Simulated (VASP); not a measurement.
All values below come from LDA (Ceperley-Alder, Perdew-Zunger), VASP's LDA PAW potentials (set 64) (plane waves; VASP).

Input for VASP

**POSCAR**
```
Si
1
    0.0000000000     2.7014951968     2.7014951968
    2.7014951968     0.0000000000     2.7014951968
    2.7014951968     2.7014951968    -0.0000000000
Si
2
Direct
  0.0000000000   0.0000000000   0.0000000000
  0.2500000000   0.2500000000   0.2500000000
```

KPOINTS:
```
Automatic mesh
0
Gamma
9 9 9
0 0 0
```

### INCAR
```
# general
SYSTEM = Si
PREC   = Accurate
ENCUT  = 520
LREAL  = F
LASPH  = T

# electronic loop
EDIFF  = 1E-7
NELM   = 100
ALGO   = Normal

# smearing
ISMEAR = -5

# ions
ISIF   = 2

# output
LWAVE  = F
LCHARG = T
LORBIT = 11
NEDOS  = 601
```

POTCAR, in this order: Si (LDA.64 set). Program: vasp_std.

### Question
Estimate the energy per atom (σ→0).

### Answer

| Item | Value |
|---|---|
| energy per atom (σ→0) | -5.959 eV/atom |

File OSZICAR:
```
...
DAV:   5    -0.121897246539E+02   -0.62163E-06   -0.62163E-06   688   0.208E-02    0.511E+00
DAV:   6    -0.120025165325E+02    0.18721E+00   -0.12852E-01   680   0.179E+00    0.307E+00
DAV:   7    -0.119180461047E+02    0.84470E-01   -0.22380E-01   688   0.242E+00    0.252E-01
DAV:   8    -0.119180559362E+02   -0.98315E-05   -0.65490E-03   624   0.604E-01    0.683E-02
DAV:   9    -0.119180369433E+02    0.18993E-04   -0.20909E-04   832   0.985E-02    0.593E-02
DAV:  10    -0.119180413414E+02   -0.43981E-05   -0.10797E-05   728   0.243E-02    0.331E-02
DAV:  11    -0.119180412724E+02    0.69014E-07   -0.67572E-07   800   0.578E-03
   1 F= -.11918041E+02 E0= -.11918041E+02  d E =0.000000E+00
```

The compound is Si in the diamond structure. It was relaxed first.
